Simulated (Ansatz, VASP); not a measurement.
# LiBe6Si in two plane-wave programs, part 2 of 2

Wanted: the spread between two codes on one cell, functional and k mesh. The cell is generated by rule, not measured, and may not be a known phase. The cell is taken from a series of runs on this material, whose earlier steps may have relaxed, scaled, displaced or heated it; both programs get it as it stands.

VASP 6.6.1 and Ansatz 0.2.0.

So far: The structure; Ansatz: relaxation of cell and atoms, PBEsol.

## (3) VASP: relaxation of cell and atoms, PBEsol

Level of this step: PBEsol; plane waves and PAW (Li_sv, Be, Si); invented cell (VASP).

The same cell, functional, mesh and smearing now go to VASP, with its own data sets.

Lines of VASP's logs that name or quote its potential files are left out, and so is its time.

INCAR

```
SYSTEM = LiBe6Si
PREC = Accurate
ENCUT = 750
EDIFF = 1E-07
NELM = 120
ISMEAR = 0
SIGMA = 0.1
LREAL = .FALSE.
ALGO = Normal
GGA = PS
NBANDS = 17
LORBIT = 11
LWAVE = .FALSE.
LCHARG = .FALSE.
ISIF = 3
IBRION = 2
NSW = 80
EDIFFG = -0.005
LASPH = .TRUE.
GGA_COMPAT = .FALSE.
NELMIN = 4
KPAR = 2
```

POSCAR

```
LiBe6Si
1.0
    0.0000000000      3.3384010000      3.3384010000
    3.3384010000      0.0000000000      3.3384010000
    3.3384010000      3.3384010000      0.0000000000
Li Be Si
1 6 1
Direct
    0.5000000000      0.5000000000      0.5000000000
    0.5000001498      0.0000000000      0.0000000000
    0.5000000000      0.5000000000      0.0000001498
    0.0000001498      0.5000000000      0.5000000000
    0.0000000000      0.0000000000      0.5000001498
    0.0000000000      0.5000001498      0.0000000000
    0.5000000000      0.0000001498      0.5000000000
    0.0000000000      0.0000000000      0.0000000000
```

KPOINTS

```
Automatic mesh
0
Gamma
10 10 10
0 0 0
```

The projector-augmented-wave data sets are Li_sv, Be and Si (PBE family, release 64).

Command:

```
$ mpirun -np 2 vasp_std
```

Numbers of over 12 decimals in the logs are rounded to 6 here.

The log of the run:

```text
[banner, memory and clock lines left out]
running    2 mpi-ranks, on    1 nodes
 distrk:  each k-point on    1 cores,    2 groups
 distr:  one band on    1 cores,    1 groups

 POSCAR found type information on POSCAR LiBeSi
 POSCAR found :  3 types and       8 ions
|                                                                             |
|               ----> ADVICE to this user running VASP <----                  |
|                                                                             |
|     You enforced a specific xc type in the INCAR file but a different       |
|     [... a line on the potential file left out ...]
|     I HOPE YOU KNOW WHAT YOU ARE DOING!                                     |
|                                                                             |

 LDA part: xc-table for (Slater+PW92), standard interpolation
 POSCAR, INCAR and KPOINTS ok, starting setup
 FFT: planning ... GRIDC
 FFT: planning ... GRID_SOFT
 FFT: planning ... GRID
 WAVECAR not read
 entering main loop
       N       E                     dE             d eps       ncg     rms          rms(c)
DAV:   1     0.488701620620E+02    0.48870E+02   -0.94292E+03  1598   0.128E+03
DAV:   2    -0.237292162878E+02   -0.72599E+02   -0.69687E+02  2087   0.246E+02
DAV:   3    -0.296451444454E+02   -0.59159E+01   -0.58271E+01  2999   0.498E+01
DAV:   4    -0.297813926758E+02   -0.13625E+00   -0.13558E+00  2005   0.659E+00
DAV:   5    -0.297846521284E+02   -0.32595E-02   -0.32562E-02  2539   0.112E+00    0.477E+00
DAV:   6    -0.296041553416E+02    0.18050E+00   -0.26868E-01  1982   0.235E+00    0.265E+00
DAV:   7    -0.295753586639E+02    0.28797E-01   -0.93406E-02  2135   0.166E+00    0.585E-01
DAV:   8    -0.295731620559E+02    0.21966E-02   -0.81147E-03  2009   0.546E-01    0.163E-01
DAV:   9    -0.295730540091E+02    0.10805E-03   -0.14257E-03  1901   0.316E-01    0.111E-01
DAV:  10    -0.295730398370E+02    0.14172E-04   -0.11295E-04  2185   0.756E-02    0.226E-02
DAV:  11    -0.295730434029E+02   -0.35659E-05   -0.14791E-05  2360   0.314E-02    0.118E-02
DAV:  12    -0.295730430722E+02    0.33070E-06   -0.12003E-06  2108   0.763E-03    0.267E-03
DAV:  13    -0.295730429622E+02    0.10996E-06   -0.79882E-08  1309   0.189E-03    0.155E-03
DAV:  14    -0.295730429902E+02   -0.28005E-07   -0.14674E-08  1101   0.122E-03
   1 F= -.29573043E+02 E0= -.29566349E+02  d E =-.295730E+02
 curvature:   0.00 expect dE= 0.000E+00 dE for cont linesearch  0.000E+00
 trial: gam= 0.00000 g(F)=  0.259E-43 g(S)=  0.499E-03 ort = 0.000E+00 (trialstep = 0.100E+01)
 search vector abs. value=  0.499E-03
 bond charge predicted
       N       E                     dE             d eps       ncg     rms          rms(c)
DAV:   1    -0.295733928532E+02   -0.34989E-03   -0.22023E-03  2042   0.401E-01    0.597E-02
DAV:   2    -0.295733467391E+02    0.46114E-04   -0.27683E-04  2160   0.987E-02    0.423E-02
DAV:   3    -0.295733300671E+02    0.16672E-04   -0.38612E-05  2100   0.343E-02    0.126E-02
DAV:   4    -0.295733282232E+02    0.18439E-05   -0.71087E-06  2667   0.160E-02    0.392E-03
DAV:   5    -0.295733277657E+02    0.45747E-06   -0.90145E-07  2384   0.615E-03    0.258E-03
DAV:   6    -0.295733277702E+02   -0.44500E-08   -0.52769E-08  1167   0.164E-03
   2 F= -.29573328E+02 E0= -.29566616E+02  d E =-.284780E-03
 trial-energy change:   -0.000285  1 .order   -0.000288   -0.000499   -0.000077
 step:   1.1925(harm=  1.1817)  dis= 0.00000  next Energy=   -29.573335 (dE=-0.292E-03)
 reached required accuracy - stopping structural energy minimisation
```

From OUTCAR (step 3):

```text
ion  position               nearest neighbor table
   1  0.500  0.500  0.500-   3 2.36   4 2.36   7 2.36   2 2.36   6 2.36   2 2.36   5 2.36   5 2.36
                             6 2.36   4 2.36   7 2.36   3 2.36
   2  0.500  0.000  0.000-   5 2.36   6 2.36   8 2.36   7 2.36   3 2.36   1 2.36   7 2.36   1 2.36
                             3 2.36   6 2.36   5 2.36   8 2.36
   3  0.500  0.500  0.000-   1 2.36   4 2.36   7 2.36   6 2.36   2 2.36   2 2.36   8 2.36   6 2.36
                             8 2.36   4 2.36   1 2.36   7 2.36
   4  0.000  0.500  0.500-   1 2.36   3 2.36   7 2.36   6 2.36   5 2.36   6 2.36   8 2.36   5 2.36
                             8 2.36   7 2.36   3 2.36   1 2.36
   5  0.000  0.000  0.500-   2 2.36   6 2.36   8 2.36   7 2.36   4 2.36   1 2.36   4 2.36   1 2.36
                             7 2.36   2 2.36   8 2.36   6 2.36
   6  0.000  0.500  0.000-   2 2.36   5 2.36   8 2.36   3 2.36   4 2.36   1 2.36   4 2.36   1 2.36
                             3 2.36   8 2.36   2 2.36   5 2.36
   7  0.500  0.000  0.500-   1 2.36   3 2.36   4 2.36   2 2.36   5 2.36   2 2.36   8 2.36   5 2.36
                             8 2.36   1 2.36   4 2.36   3 2.36
   8  0.000  0.000  0.000-   2 2.36   5 2.36   6 2.36   4 2.36   7 2.36   3 2.36   4 2.36   3 2.36
                             7 2.36   2 2.36   6 2.36   5 2.36

  LATTYP: Found a face centered cubic cell.
 ALAT       =     6.6768020000

 Subroutine GETGRP returns: Found 48 space group operations
 (whereof 48 operations were pure point group operations)

The static configuration has the point symmetry O_h .

 Found     47 irreducible k-points:

   k-points           NKPTS =     47   k-points in BZ     NKDIM =     47   number of bands    NBANDS=     17

   dimension x,y,z NGX =    42 NGY =   42 NGZ =   42
   dimension x,y,z NGXF=    84 NGYF=   84 NGZF=   84

   ENCUT  =  750.0 eV  55.12 Ry    7.42 a.u.  10.54 10.54 10.54*2*pi/ulx,y,z

   NELECT =      19.0000    total number of electrons

 k-points in reciprocal lattice and weights: Automatic mesh
   0.00000000  0.00000000  0.00000000       0.001
   0.10000000  0.00000000  0.00000000       0.008
   0.20000000  0.00000000  0.00000000       0.008
   0.30000000  0.00000000  0.00000000       0.008
   0.40000000  0.00000000  0.00000000       0.008
   0.50000000  0.00000000  0.00000000       0.004
   0.10000000  0.10000000  0.00000000       0.006
   0.20000000  0.10000000  0.00000000       0.024
   0.30000000  0.10000000  0.00000000       0.024
[...]
-0.30000000  0.40000000  0.20000000       0.024
  -0.30000000  0.50000000  0.20000000       0.012

 average (electrostatic) potential at core
       1 -56.9006       2 -33.1941       3 -33.1941       4 -33.1941       5 -33.1941
       6 -33.1941       7 -33.1941       8 -82.8183

 E-fermi :   6.9457

 k-point     1 :       0.0000    0.0000    0.0000
  band No.  band energies     occupation
    ...
      9       5.1160      2.00000
     10       5.1160      2.00000
     11       6.2061      2.00000
     12       6.2061      2.00000
     13       6.2061      2.00000
     14       9.3801      0.00000
     15       9.3801      0.00000
     16      12.9610      0.00000
     17      15.1854      0.00000

 k-point     2 :       0.1000    0.0000    0.0000
  band No.  band energies     occupation
    ...
      9       4.9437      2.00000
     10       5.3267      2.00000
     11       6.3342      2.00000
     12       6.3342      2.00000
     13       6.8013      1.95881
     14       9.6507      0.00000
     15       9.6507      0.00000
     16      13.0408      0.00000
     17      14.6674      0.00000

 k-point     3 :       0.2000    0.0000    0.0000
  band No.  band energies     occupation
    ...
      8       4.5694      2.00000
      9       4.5694      2.00000
     10       6.1074      2.00000
     11       6.6783      1.99984
     12       6.6783      1.99984
     13       8.1417      0.00000
     14      10.2773      0.00000
     15      10.2773      0.00000
     16      12.8793      0.00000
     17      13.6278      0.00000

  Total        0.0255492      0.0255492      0.0255492      0.0000000     -0.0000000      0.0000000
  in kB        0.5484511      0.5484511      0.5484511      0.0000000     -0.0000000      0.0000000
  external PRESSURE =       0.5484511 kB  Pullay stress =       0.0000000 kB

  energy-cutoff  :      750.00
  volume of cell :       74.64
      direct lattice vectors                 reciprocal lattice vectors
     0.000000000  3.341745725  3.341745725    -0.149622395  0.149622395  0.149622395
     3.341745725  0.000000000  3.341745725     0.149622395 -0.149622395  0.149622395
     3.341745725  3.341745725  0.000000000     0.149622395  0.149622395 -0.149622395

 POSITION                                       TOTAL-FORCE (eV/Angst)
 -----------------------------------------------------------------------------------
      3.34175      3.34175      3.34175        -0.000000      0.000000      0.000000
      3.34175      1.67087      5.01262        -0.000000      0.000000     -0.000000
      1.67087      1.67087      3.34175         0.000000     -0.000000      0.000000
      3.34175      1.67087      1.67087         0.000000     -0.000000      0.000000
      1.67087      1.67087      0.00000        -0.000000     -0.000000     -0.000000
      5.01262      3.34175      1.67087        -0.000000      0.000000     -0.000000
      1.67087      3.34175      1.67087        -0.000000     -0.000000      0.000000
      0.00000      0.00000      0.00000         0.000000      0.000000      0.000000
 -----------------------------------------------------------------------------------
    total drift:                                0.000022      0.000022      0.000022

  FREE ENERGIE OF THE ION-ELECTRON SYSTEM (eV)
  ---------------------------------------------------
  free  energy   TOTEN  =       -29.5733277702 eV

  energy  without entropy=      -29.5599040953  energy(sigma->0) =      -29.56661593

 reached required accuracy - stopping structural energy minimisation

 total charge
# of ion       s       p       d       tot
------------------------------------------
    1        2.055   0.166   0.000   2.220
    2        0.402   0.657   0.000   1.059
    3        0.402   0.657   0.000   1.059
    4        0.402   0.657   0.000   1.059
    5        0.402   0.657   0.000   1.059
    6        0.402   0.657   0.000   1.059
    7        0.402   0.657   0.000   1.059
    8        0.737   0.911   0.000   1.649
--------------------------------------------------
tot          5.202   5.022   0.000  10.223

[... 3 further parts left out ...]
```

CONTCAR:

```
LiBe6Si
   1.00000000000000
     0.0000000000000000    3.3417457248133910    3.3417457248133910
     3.3417457248133910    0.0000000000000000    3.3417457248133910
     3.3417457248133910    3.3417457248133910    0.0000000000000000
  Li              Be              Si
     1     6     1
Direct
     0.5000000000000000    0.5000000000000000    0.5000000000000000
     0.5000001498000017    1.0000000000000000    0.0000000000000000
     0.5000000000000000    0.5000000000000000    0.0000001498000017
     0.0000001498000017    0.5000000000000000    0.5000000000000000
     0.0000000000000000    0.0000000000000000    0.5000001498000017
     0.0000000000000000    0.5000001498000017    1.0000000000000000
     0.5000000000000000    0.0000001498000017    0.5000000000000000
     0.0000000000000000    0.0000000000000000    0.0000000000000000
```

## (4) Differences

Known differences besides the potentials themselves: the data sets hold 31 valence electrons in Ansatz (on norm-conserving files, of PseudoDojo where its log says so) and 19 in VASP; the cutoff is 1197.3 eV in Ansatz and 750 eV in VASP; Ansatz adds a Pulay correction to the stress that steers its cell, VASP none. Total energies have different zeros and are not compared.

Compared:

```
                                         quantity  Ansatz   VASP  difference
                                      volume (Å³)   74.80  74.64     +0.22 %
edge a after relaxation, in the typed setting (Å)   4.729  4.726     +0.07 %
```

## (5) Summary of results

| Quantity | Value |
| --- | --- |
| difference in volume (relaxation of cell and atoms, PBEsol) | 0.22 % |

The difference in volume is 0.22 % (relaxation of cell and atoms, PBEsol), within the 1.2 % picked in this series as the mark of a large difference, as far as the stopping tolerances let one tell. The data sets hold unlike numbers of valence electrons (31 in Ansatz and 19 in VASP), so part of the differences comes from the potentials. 2 further runs of this series are not shown here. How closely two codes agree says nothing of how well the functional describes the real material.

[Lines on the potential files, build, host, timing and source positions are cut from VASP's logs without a mark.]

[Logs are printed without paths, hosts, clocks, repeated set-up lines and the standing remarks that a program may print on its own settings, such as how far it seeks lower states.]

[Hosts, paths, dates, database ids (printed as entryN), source tags and the programs' standing remarks are cut or masked in the printed files.]
